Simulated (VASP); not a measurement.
Input for VASP

### KPOINTS
```
Automatic mesh
0
Gamma
12 12 9
0 0 0
```

### INCAR
```
! general
SYSTEM =MgB2
PREC   =Accurate
ENCUT  =620
LREAL  =.False.
LASPH  =.True.

! electronic loop
EDIFF  =1E-6
NELM   =100
ALGO   =Normal

! smearing
ISMEAR =1
SIGMA  =0.1

! functional
GGA    =PE

! ions
IBRION =2
NSW    =40
ISIF   =3
EDIFFG =-0.02
PSTRESS=100

! output
LWAVE  =.False.
LCHARG =.False.
```

**POSCAR**
```
MgB2
1
    1.5249313267    -2.6412580039    -0.0000000000
    1.5249313267     2.6412580039    -0.0000000000
   -0.0000000000     0.0000000000     3.4550726218
Mg B
1 2
Direct
  0.0000000000   0.0000000000   1.0000000000
  0.3333330000   0.6666670000   0.5000000000
  0.6666670000   0.3333330000   0.5000000000
```

POTCAR, in this order: Mg B (PBE.64 set). Program: vasp_std.

Task: Write an equivalent input for Ansatz.

Result: One equivalent input (not run):
Ansatz 0.2 input:
```yaml
crystal:
  lattice:
    - [1.5249313, -2.6412580, 0.0000000]
    - [1.5249313, 2.6412580, 0.0000000]
    - [0.0000000, 0.0000000, 3.4550726]
  atoms:
    - { symbol: Mg, position: [0.0000000, 0.0000000, 1.0000000] }
    - { symbol: B, position: [0.3333330, 0.6666670, 0.5000000] }
    - { symbol: B, position: [0.6666670, 0.3333330, 0.5000000] }
kpoints:
  mp_grid: { grid: [12, 12, 9] }
hamiltonian:
  xc: pbe
  pseudopotentials: { kind: paw }
scf:
  occupations: { method: methfessel_paxton, width: 0.1 }
  max_iter: 100
relax:
  max_steps: 40
  f_tol: 0.02
  cell: { p_target: 10 }
output: { forces: true, stress: true, eigenvalues: true }
```
What does not carry over: each code has its own PAW files, so the cut-off isn't converted (ENCUT is set for VASP's; basis.ecutwfc is left out, and Ansatz then takes the one that its files recommend); Ansatz stops its SCF on the density residual and VASP on the energy change (EDIFF).

The compound is MgB2 in the AlB2 type structure. This run relaxes it under an external pressure of 10 GPa. Symmetry was kept, so distortions that lower it aren't found.
